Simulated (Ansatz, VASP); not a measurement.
# TePtSe: VASP beside Ansatz, part 2 of 3

Wanted: the spread between two codes on one cell, functional and k mesh. The cell is taken from a series of runs on this material, whose earlier steps may have relaxed, scaled, displaced or heated it; both programs get it as it stands.

VASP 6.6.1 and Ansatz 0.2.0.

So far: The starting structure; Ansatz: zone-centre phonons, PBEsol, pair 1.

## (3) VASP: zone-centre phonons, PBEsol, pair 1

Level of this step: PBEsol; plane waves and PAW (Pt, Se, Te) (VASP).

The same cell, functional and mesh now go to VASP, with its own data sets.

Lines of VASP's logs that name or quote its potential files are left out, and so is its time.

The input, INCAR:

```
SYSTEM = TePtSe
PREC = Accurate
ENCUT = 500
EDIFF = 1E-08
NELM = 120
ISMEAR = 0
SIGMA = 0.01
LREAL = .FALSE.
ALGO = Normal
GGA = PS
NBANDS = 17
LASPH = .TRUE.
LORBIT = 11
LWAVE = .FALSE.
LCHARG = .FALSE.
ISIF = 2
IBRION = 8
GGA_COMPAT = .FALSE.
EFERMI = MIDGAP
NELMDL = -8
KPAR = 2
```

The input, POSCAR:

```
TePtSe
1.0
    4.0326142119      0.0000000000      0.0000000000
   -2.0163071060      3.3260441441      0.0000000000
    0.0000000000      0.0000000000     30.0000000000
Pt Se Te
1 1 1
Direct
    0.0009162348      0.0018324696      0.3334234325
    0.3374095032      0.6748190065      0.3743909968
    0.6616742619      0.3233485238      0.2888522374
```

The input, KPOINTS:

```
Automatic mesh
0
Gamma
9 9 1
0 0 0
```

The projector-augmented-wave data sets are Pt, Se and Te (PBE family, release 64).

On the command line:

```
> mpirun -np 2 vasp_std
```

Numbers of over 12 decimals in the logs are rounded to 6 here.

The log of the run:

```text
[banner, memory and clock lines left out]
running    2 mpi-ranks, on    1 nodes
 distrk:  each k-point on    1 cores,    2 groups
 distr:  one band on    1 cores,    1 groups

 POSCAR found type information on POSCAR PtSeTe
 POSCAR found :  3 types and       3 ions
|                                                                             |
|               ----> ADVICE to this user running VASP <----                  |
|                                                                             |
|     You enforced a specific xc type in the INCAR file but a different       |
|     [... a line on the potential file left out ...]
|     I HOPE YOU KNOW WHAT YOU ARE DOING!                                     |
|                                                                             |

 LDA part: xc-table for (Slater+PW92), standard interpolation
 POSCAR, INCAR and KPOINTS ok, starting setup
 FFT: planning ... GRIDC
 FFT: planning ... GRID_SOFT
 FFT: planning ... GRID
 WAVECAR not read
 entering main loop
       N       E                     dE             d eps       ncg     rms          rms(c)
DAV:   1     0.166258320117E+03    0.16626E+03   -0.63875E+03   850   0.858E+02
DAV:   2     0.394775672603E+01   -0.16231E+03   -0.15373E+03  1436   0.149E+02
DAV:   3    -0.156700768053E+02   -0.19618E+02   -0.19423E+02  1063   0.662E+01
DAV:   4    -0.160077487057E+02   -0.33767E+00   -0.33718E+00  1162   0.105E+01
DAV:   5    -0.160157042952E+02   -0.79556E-02   -0.79549E-02  1328   0.151E+00
DAV:   6    -0.160157641778E+02   -0.59883E-04   -0.59881E-04  1170   0.119E-01
DAV:   7    -0.160157657501E+02   -0.15724E-05   -0.15723E-05  1330   0.180E-02
DAV:   8    -0.160157657667E+02   -0.16586E-07   -0.16552E-07  1177   0.171E-03    0.120E+01
DAV:   9    -0.154350246129E+02    0.58074E+00   -0.43934E+00  1135   0.183E+01    0.758E+00
DAV:  10    -0.152929656410E+02    0.14206E+00   -0.12849E+00  1049   0.104E+01    0.300E+00
DAV:  11    -0.152360466809E+02    0.56919E-01   -0.11902E-01  1193   0.312E+00    0.725E-01
DAV:  12    -0.152310923573E+02    0.49543E-02   -0.31535E-02  1197   0.140E+00    0.228E-01
DAV:  13    -0.152312091398E+02   -0.11678E-03   -0.18779E-03  1166   0.290E-01    0.163E-01
DAV:  14    -0.152313161978E+02   -0.10706E-03   -0.32395E-04  1143   0.118E-01    0.565E-02
[...]
DAV:  25    -0.152314175432E+02   -0.48888E-06   -0.49661E-09  1019   0.390E-04    0.275E-04
DAV:  26    -0.152314181131E+02   -0.56992E-06   -0.54843E-09   930   0.372E-04    0.142E-04
DAV:  27    -0.152314182682E+02   -0.15506E-06   -0.29858E-09   954   0.273E-04    0.963E-05
DAV:  28    -0.152314184542E+02   -0.18603E-06   -0.98966E-10   853   0.110E-04    0.331E-05
DAV:  29    -0.152314185482E+02   -0.93969E-07   -0.18403E-10   871   0.579E-05    0.274E-05
DAV:  30    -0.152314185777E+02   -0.29467E-07    0.41320E-10   888   0.306E-05    0.155E-05
DAV:  31    -0.152314185928E+02   -0.15155E-07    0.47958E-10   878   0.293E-05    0.121E-05
DAV:  32    -0.152314185969E+02   -0.40395E-08    0.54365E-10   900   0.144E-05
   1 F= -.15231419E+02 E0= -.15231419E+02  d E =0.000000E+00
 Linear response reoptimize wavefunctions to high precision
DAV:   1    -0.152314185991E+02   -0.22251E-08    0.55887E-10   890   0.942E-06
DAV:   2    -0.152314185991E+02   -0.14552E-10    0.56496E-10   935   0.166E-06
 Linear response DOF=           9
 Linear response progress:
  Degree of freedom:   1/  9
       N       E                     dE             d eps       ncg     rms          rms(c)
RMM:   1    -0.255440775044E+00   -0.25544E+00   -0.25452E-01  2594   0.330E+00
RMM:   2    -0.249526296568E+00    0.59145E-02   -0.73967E-03  2115   0.509E-01    0.194E-01
RMM:   3    -0.249364935459E+00    0.16136E-03   -0.38267E-04  2116   0.121E-01    0.118E-01
RMM:   4    -0.249776468612E+00   -0.41153E-03   -0.61674E-04  2208   0.135E-01    0.198E-02
RMM:   5    -0.249736643227E+00    0.39825E-04   -0.36696E-05  2247   0.381E-02    0.912E-03
[...]
RMM:   8    -0.282706930201E+00    0.21876E-04   -0.89581E-08  1519   0.160E-03    0.375E-04
RMM:   9    -0.282704085527E+00    0.28447E-05   -0.13432E-08  1536   0.573E-04    0.238E-04
RMM:  10    -0.282704772636E+00   -0.68711E-06   -0.58810E-09  1531   0.257E-04    0.124E-04
RMM:  11    -0.282703963470E+00    0.80917E-06   -0.11173E-08  1489   0.256E-04    0.622E-05
RMM:  12    -0.282704510599E+00   -0.54713E-06   -0.21050E-08  1545   0.209E-04    0.459E-05
RMM:  13    -0.282704520127E+00   -0.95278E-08   -0.48979E-08  1539   0.175E-04    0.252E-05
 first order change of Fermi-energy   0.24335E+00
 force on displaced ion       1 direction 3 :   0.000  -0.667 -14.454
 Linear response progress:
  Degree of freedom:   4/  9
       N       E                     dE             d eps       ncg     rms          rms(c)
RMM:   1    -0.780845263652E-01   -0.78085E-01    0.66227E-02  3305   0.148E+00
RMM:   2    -0.771693293034E-01    0.91520E-03   -0.25526E-03  2190   0.260E-01    0.102E-01
RMM:   3    -0.771305778790E-01    0.38751E-04   -0.13707E-04  2261   0.556E-02    0.572E-02
RMM:   4    -0.771363855577E-01   -0.58077E-05   -0.41836E-05  2373   0.343E-02    0.628E-03
RMM:   5    -0.771294603067E-01    0.69253E-05   -0.27342E-06  2478   0.631E-03    0.221E-03
[...]
Linear response progress:
  Degree of freedom:   6/  9
       N       E                     dE             d eps       ncg     rms          rms(c)
RMM:   1    -0.110669756748E+00   -0.11067E+00    0.57178E-02  1942   0.139E+00
RMM:   2    -0.109797110879E+00    0.87265E-03   -0.22127E-03  1360   0.242E-01    0.155E-01
RMM:   3    -0.109634684468E+00    0.16243E-03   -0.14809E-04  1443   0.551E-02    0.979E-02
RMM:   4    -0.109535070302E+00    0.99614E-04   -0.70325E-05  1495   0.434E-02    0.120E-02
RMM:   5    -0.109556052995E+00   -0.20983E-04   -0.47766E-06  1521   0.122E-02    0.696E-03
RMM:   6    -0.109566846459E+00   -0.10793E-04   -0.86377E-07  1515   0.443E-03    0.290E-03
RMM:   7    -0.109572705703E+00   -0.58592E-05   -0.18057E-07  1524   0.229E-03    0.122E-03
RMM:   8    -0.109571472476E+00    0.12332E-05   -0.82787E-08  1524   0.145E-03    0.534E-04
RMM:   9    -0.109573295293E+00   -0.18228E-05   -0.22167E-08  1518   0.399E-04    0.298E-04
RMM:  10    -0.109575668915E+00   -0.23736E-05   -0.37074E-08  1504   0.355E-04    0.176E-04
RMM:  11    -0.109578052879E+00   -0.23840E-05   -0.11853E-07  1509   0.329E-04    0.856E-05
RMM:  12    -0.109579519031E+00   -0.14662E-05    0.19582E-08  1605   0.364E-04    0.800E-05
RMM:  13    -0.109579708922E+00   -0.18989E-06   -0.24631E-07  1633   0.180E-04    0.515E-05
RMM:  14    -0.109579804066E+00   -0.95144E-07    0.33728E-08  1633   0.846E-05    0.134E-05
RMM:  15    -0.109579809148E+00   -0.50820E-08    0.39787E-08  1617   0.586E-05    0.147E-05
 first order change of Fermi-energy  -0.69899E+00
 force on displaced ion       2 direction 3 :   0.000  -0.185  -8.574
 Linear response progress:
  Degree of freedom:   7/  9
       N       E                     dE             d eps       ncg     rms          rms(c)
RMM:   1    -0.421549395150E-01   -0.42155E-01    0.36370E-02  3462   0.105E+00
RMM:   2    -0.416930301365E-01    0.46191E-03   -0.19899E-03  2357   0.226E-01    0.927E-02
RMM:   3    -0.416270455636E-01    0.65985E-04   -0.92173E-05  2264   0.572E-02    0.605E-02
RMM:   4    -0.415686928584E-01    0.58353E-04   -0.21075E-05  2377   0.307E-02    0.966E-03
RMM:   5    -0.415597275806E-01    0.89653E-05    0.11215E-07  2468   0.672E-03    0.455E-03
RMM:   6    -0.415540353865E-01    0.56922E-05   -0.18308E-07  2488   0.260E-03    0.149E-03
RMM:   7    -0.415537340779E-01    0.30131E-06   -0.92136E-08  2523   0.758E-04    0.740E-04
RMM:   8    -0.415536990716E-01    0.35006E-07   -0.33668E-08  2510   0.341E-04    0.343E-04
RMM:   9    -0.415536830170E-01    0.16055E-07   -0.10051E-08  2513   0.143E-04    0.753E-05
RMM:  10    -0.415536927589E-01   -0.97419E-08   -0.13663E-08  2496   0.684E-05    0.116E-05
 first order change of Fermi-energy  -0.75605E-03
 force on displaced ion       3 direction 1 :  -7.939   0.002   0.000
 Linear response progress:
  Degree of freedom:   8/  9
       N       E                     dE             d eps       ncg     rms          rms(c)
RMM:   1    -0.414620865293E-01   -0.41462E-01    0.32584E-02  2101   0.105E+00
RMM:   2    -0.409577092275E-01    0.50438E-03   -0.19169E-03  1431   0.222E-01    0.909E-02
RMM:   3    -0.408918213046E-01    0.65888E-04   -0.96641E-05  1382   0.558E-02    0.588E-02
RMM:   4    -0.408307206022E-01    0.61101E-04   -0.26500E-05  1438   0.301E-02    0.967E-03
RMM:   5    -0.408214307284E-01    0.92899E-05   -0.18769E-06  1521   0.836E-03    0.449E-03
RMM:   6    -0.408179101604E-01    0.35206E-05   -0.46681E-07  1510   0.364E-03    0.268E-03
RMM:   7    -0.408153496385E-01    0.25605E-05   -0.71234E-08  1524   0.159E-03    0.102E-03
RMM:   8    -0.408152574871E-01    0.92151E-07   -0.13477E-08  1537   0.625E-04    0.440E-04
RMM:   9    -0.408152092992E-01    0.48188E-07   -0.34059E-09  1543   0.252E-04    0.171E-04
RMM:  10    -0.408151495050E-01    0.59794E-07   -0.19499E-08  1542   0.781E-05    0.663E-05
RMM:  11    -0.408151709166E-01   -0.21412E-07   -0.24431E-08  1518   0.582E-05    0.110E-05
RMM:  12    -0.408151888487E-01   -0.17932E-07   -0.12089E-08  1567   0.229E-05    0.739E-06
RMM:  13    -0.408152077223E-01   -0.18874E-07   -0.56953E-10  1541   0.173E-05    0.268E-06
RMM:  14    -0.408152081637E-01   -0.44135E-09   -0.61511E-10  1543   0.130E-05    0.227E-06
 first order change of Fermi-energy  -0.28905E-02
 force on displaced ion       3 direction 2 :   0.000  -8.391  -0.298
 Linear response progress:
  Degree of freedom:   9/  9
       N       E                     dE             d eps       ncg     rms          rms(c)
RMM:   1    -0.764565202768E-01   -0.76457E-01    0.26467E-02  2011   0.103E+00
RMM:   2    -0.753431428126E-01    0.11134E-02   -0.14597E-03  1394   0.210E-01    0.146E-01
RMM:   3    -0.751413928346E-01    0.20175E-03   -0.13035E-04  1473   0.585E-02    0.989E-02
RMM:   4    -0.749962764420E-01    0.14512E-03   -0.10946E-04  1533   0.494E-02    0.189E-02
RMM:   5    -0.750089365930E-01   -0.12660E-04   -0.84966E-06  1515   0.159E-02    0.125E-02
RMM:   6    -0.750227666949E-01   -0.13830E-04   -0.23511E-06  1520   0.685E-03    0.392E-03
RMM:   7    -0.750265223453E-01   -0.37557E-05   -0.33348E-07  1529   0.312E-03    0.180E-03
RMM:   8    -0.750263515027E-01    0.17084E-06   -0.13670E-07  1531   0.200E-03    0.106E-03
RMM:   9    -0.750283881271E-01   -0.20366E-05   -0.25256E-08  1545   0.604E-04    0.758E-04
RMM:  10    -0.750299809427E-01   -0.15928E-05   -0.91329E-09  1528   0.356E-04    0.491E-04
RMM:  11    -0.750345110146E-01   -0.45301E-05   -0.55256E-08  1563   0.673E-04    0.167E-04
RMM:  12    -0.750360941841E-01   -0.15832E-05   -0.13984E-07  1603   0.364E-04    0.228E-04
RMM:  13    -0.750368737592E-01   -0.77958E-06   -0.27785E-07  1607   0.257E-04    0.585E-05
RMM:  14    -0.750369528051E-01   -0.79046E-07   -0.23333E-07  1635   0.104E-04    0.359E-05
RMM:  15    -0.750369946970E-01   -0.41892E-07   -0.20889E-07  1657   0.128E-04    0.308E-05
RMM:  16    -0.750370119093E-01   -0.17212E-07   -0.33078E-07  1660   0.558E-05    0.262E-05
RMM:  17    -0.750370667675E-01   -0.54858E-07   -0.93328E-09  1676   0.475E-05    0.547E-06
RMM:  18    -0.750370797335E-01   -0.12966E-07   -0.53731E-08  1614   0.261E-05    0.571E-06
RMM:  19    -0.750370944193E-01   -0.14686E-07   -0.28346E-08  1510   0.163E-05    0.314E-06
RMM:  20    -0.750371008864E-01   -0.64671E-08   -0.19937E-09  1485   0.118E-05    0.147E-06
 first order change of Fermi-energy   0.44375E+00
 force on displaced ion       3 direction 3 :   0.000  -0.302  -9.561
 Linear response finished
```

Parts of OUTCAR (step 3):

```text
ion  position               nearest neighbor table
   1  0.001  0.002  0.333-   2 2.55   2 2.60   2 2.60   3 2.62   3 2.65   3 2.65
   2  0.337  0.675  0.374-   1 2.55   1 2.60   1 2.60
   3  0.662  0.323  0.289-   1 2.62   1 2.65   1 2.65

  LATTYP: Found a base centered orthorhombic cell.
 ALAT       =     4.0326142119
 B/A-ratio  =     1.6495721977
 C/A-ratio  =     7.4393429234

 Subroutine GETGRP returns: Found  2 space group operations
 (whereof  2 operations were pure point group operations)

The static configuration has the point symmetry C_1h.

 Found     25 irreducible k-points:

   k-points           NKPTS =     25   k-points in BZ     NKDIM =     25   number of bands    NBANDS=     17

   dimension x,y,z NGX =    30 NGY =   28 NGZ =  224
   dimension x,y,z NGXF=    60 NGYF=   56 NGZF=  448

   ENCUT  =  500.0 eV  36.75 Ry    6.06 a.u.   7.35  7.09 54.70*2*pi/ulx,y,z

   NELECT =      22.0000    total number of electrons

 k-points in reciprocal lattice and weights: Automatic mesh
   0.00000000  0.00000000  0.00000000       0.012
   0.11111111 -0.00000000  0.00000000       0.049
   0.22222222 -0.00000000  0.00000000       0.049
   0.33333333 -0.00000000  0.00000000       0.049
   0.44444444 -0.00000000  0.00000000       0.049
   0.00000000  0.11111111  0.00000000       0.025
   0.11111111  0.11111111  0.00000000       0.049
   0.22222222  0.11111111  0.00000000       0.049
   0.33333333  0.11111111  0.00000000       0.049
[...]
0.00000000  0.44444444  0.00000000       0.025
   0.11111111  0.44444444  0.00000000       0.025

 average (electrostatic) potential at core
       1 -77.3104       2 -61.2812       3 -97.5109

  Total       -2.7071613     -0.7184931     -0.0123463      0.0000000     -0.0011372      0.0000000
  in kB      -10.7792558     -2.8608644     -0.0491600      0.0000000     -0.0045281      0.0000000
  external PRESSURE =      -4.5630934 kB  Pullay stress =       0.0000000 kB

  energy-cutoff  :      500.00
  volume of cell :      402.38
      direct lattice vectors                 reciprocal lattice vectors
     4.032614212  0.000000000  0.000000000     0.247978097  0.150328732  0.000000000
    -2.016307106  3.326044144  0.000000000     0.000000000  0.300657465  0.000000000
     0.000000000  0.000000000 30.000000000     0.000000000  0.000000000  0.033333333

 POSITION                                       TOTAL-FORCE (eV/Angst)
 -----------------------------------------------------------------------------------
     -0.00000      0.00609     10.00270         0.000000     -0.002206     -0.002072
     -0.00000      2.24448     11.23173        -0.000000      0.000534      0.002148
      2.01631      1.07547      8.66557        -0.000000      0.001672     -0.000076
 -----------------------------------------------------------------------------------
    total drift:                                0.000002      0.000026     -0.000242

 Eigenvectors and eigenvalues of the dynamical matrix
 ----------------------------------------------------

   1 f  =    6.128452 THz    38.506197 2PiTHz  204.423141 cm-1    25.345228 meV
             X         Y         Z           dx          dy          dz
     -0.000000  0.006095 10.002703     0.000000   -0.201438   -0.630798
     -0.000000  2.244478 11.231730    -0.000000    0.171647    0.676485
      2.016307  1.075471  8.665567    -0.000000    0.114029    0.247829

   2 f  =    5.670616 THz    35.629530 2PiTHz  189.151385 cm-1    23.451772 meV
             X         Y         Z           dx          dy          dz
     -0.000000  0.006095 10.002703     0.000000   -0.666869    0.158995
     -0.000000  2.244478 11.231730    -0.000000    0.562340   -0.260433
      2.016307  1.075471  8.665567    -0.000000    0.381951    0.008323

   3 f  =    5.378445 THz    33.793764 2PiTHz  179.405601 cm-1    22.243450 meV
             X         Y         Z           dx          dy          dz
     -0.000000  0.006095 10.002703    -0.714725   -0.000000    0.000000
     -0.000000  2.244478 11.231730     0.493791    0.000000   -0.000000
      2.016307  1.075471  8.665567     0.495316    0.000000    0.000000

   4 f  =    5.080925 THz    31.924393 2PiTHz  169.481415 cm-1    21.013008 meV
             X         Y         Z           dx          dy          dz
     -0.000000  0.006095 10.002703    -0.000000   -0.057944    0.301121
     -0.000000  2.244478 11.231730     0.000000    0.112611    0.525524
      2.016307  1.075471  8.665567     0.000000   -0.016869   -0.785384

   5 f  =    4.561737 THz    28.662240 2PiTHz  152.163172 cm-1    18.865820 meV
             X         Y         Z           dx          dy          dz
     -0.000000  0.006095 10.002703     0.000000   -0.160532    0.022440
     -0.000000  2.244478 11.231730     0.000000   -0.667059    0.043134
      2.016307  1.075471  8.665567    -0.000000    0.723236   -0.061869

   6 f  =    4.308373 THz    27.070308 2PiTHz  143.711863 cm-1    17.817992 meV
             X         Y         Z           dx          dy          dz
     -0.000000  0.006095 10.002703     0.058803    0.000000   -0.000000
     -0.000000  2.244478 11.231730     0.748114    0.000000   -0.000000
      2.016307  1.075471  8.665567    -0.660960   -0.000000    0.000000

   7 f/i=    0.000606 THz     0.003805 2PiTHz    0.020198 cm-1     0.002504 meV
             X         Y         Z           dx          dy          dz
     -0.000000  0.006095 10.002703     0.696929   -0.000000    0.000000
     -0.000000  2.244478 11.231730     0.443278   -0.000000    0.000000
      2.016307  1.075471  8.665567     0.563732   -0.000000    0.000000

   8 f/i=    0.000810 THz     0.005090 2PiTHz    0.027024 cm-1     0.003351 meV
             X         Y         Z           dx          dy          dz
     -0.000000  0.006095 10.002703    -0.000000   -0.691930    0.082529
     -0.000000  2.244478 11.231730    -0.000000   -0.440359    0.052551
      2.016307  1.075471  8.665567    -0.000000   -0.559723    0.066737

   9 f/i=    0.001113 THz     0.006994 2PiTHz    0.037131 cm-1     0.004604 meV
             X         Y         Z           dx          dy          dz
     -0.000000  0.006095 10.002703     0.000000   -0.082543   -0.691972
     -0.000000  2.244478 11.231730     0.000000   -0.052411   -0.440165
      2.016307  1.075471  8.665567     0.000000   -0.066830   -0.559824

 ELASTIC MODULI CONTR FROM IONIC RELAXATION (kBar)
 Direction    XX          YY          ZZ          XY          YZ          ZX
 --------------------------------------------------------------------------------
 XX        -121.2304    -74.8298   -118.5612      0.0000     46.0117     -0.0000
 YY         -74.8298   -148.6222   -124.8072      0.0000    -69.8356      0.0000
 ZZ        -118.5612   -124.8072   -143.6091      0.0000     -2.0071      0.0000
 XY           0.0000      0.0000      0.0000    -25.6381      0.0000     46.9501
 YZ          46.0117    -69.8356     -2.0071      0.0000   -117.0024      0.0000
 ZX          -0.0000      0.0000      0.0000     46.9501      0.0000    -90.1532
 --------------------------------------------------------------------------------
```

## (4) Comparison

Known differences besides the potentials themselves: fixed occupations in Ansatz, narrow Gaussian smearing in VASP; Ansatz cuts the interaction across the vacuum, VASP repeats the sheet without a dipole correction; the data sets hold 50 valence electrons in Ansatz (on its PAW soft_1 files) and 22 in VASP; the cutoff is 420 eV in Ansatz and 500 eV in VASP; Ansatz makes its cores anew for this functional, VASP keeps those of its PBE data sets. Total energies have different zeros and are not compared.

Both answers:

```
             quantity  Ansatz   VASP  difference
optical mode 1 (cm⁻¹)   143.6  143.7     -0.11 %
optical mode 2 (cm⁻¹)   152.1  152.2     -0.05 %
optical mode 3 (cm⁻¹)   169.0  169.5     -0.28 %
optical mode 4 (cm⁻¹)   179.0  179.4     -0.24 %
optical mode 5 (cm⁻¹)   188.8  189.2     -0.21 %
optical mode 6 (cm⁻¹)   204.0  204.4     -0.21 %
```

Modes are paired by rising frequency, not by their patterns, so a pair may set unlike modes beside each other; they are those without the splitting of longitudinal modes. Where the cell holds vacuum, a pressure given here is an average over it and none of the material.

[end of part 2 of 3]

[Lines on the potential files, build, host, timing and source positions are cut from VASP's logs without a mark.]

[Logs are printed without paths, hosts, clocks, repeated set-up lines and the standing remarks that a program may print on its own settings, such as how far it seeks lower states.]

[Hosts, paths, dates, database ids (printed as entryN), source tags and the programs' standing remarks are cut or masked in the printed files.]
